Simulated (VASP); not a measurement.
Given:

```
SnTe
1.0
    0.00000     3.14254     3.14254
    3.14254     0.00000     3.14254
    3.14254     3.14254     0.00000
Sn Te
1 1
Direct
  0.00000   0.00000   0.00000
  0.50000   0.50000   0.50000
```

Calculation: PBEsol GGA, VASP's PBE PAW potentials (set 64) (plane waves; VASP 6.6.1). Run with 500 eV cut-off, 7×7×7 Γ-centred mesh, Gaussian smearing of 0.050 eV, potentials Sn_d Te.

Energy and stress use the plane-wave basis of the starting cell.

Problem. The ions, cell shape and volume at an external pressure of 5.0 GPa are relaxed. Predict the relaxed structure.

Solution. 
```
SnTe
1.0
    0.00000     3.05308     3.05308
    3.05308     0.00000     3.05308
    3.05308     3.05308     0.00000
Sn Te
1 1
Direct
  0.00000   0.00000   0.00000
  0.50000   0.50000   0.50000
```
Space group Fm-3m (225), at a tolerance of 0.03 Å.

Problem. How do energy and volume change from the first to the last step?

Solution. The energy (σ→0) changes by +36.7 meV/atom and the volume by -8.3 %, in 3 ionic steps.

The compound is SnTe in the rock salt structure, which distorts at low temperature. This run relaxes it under an external pressure of 5 GPa. Symmetry was kept, so distortions that lower it aren't found.
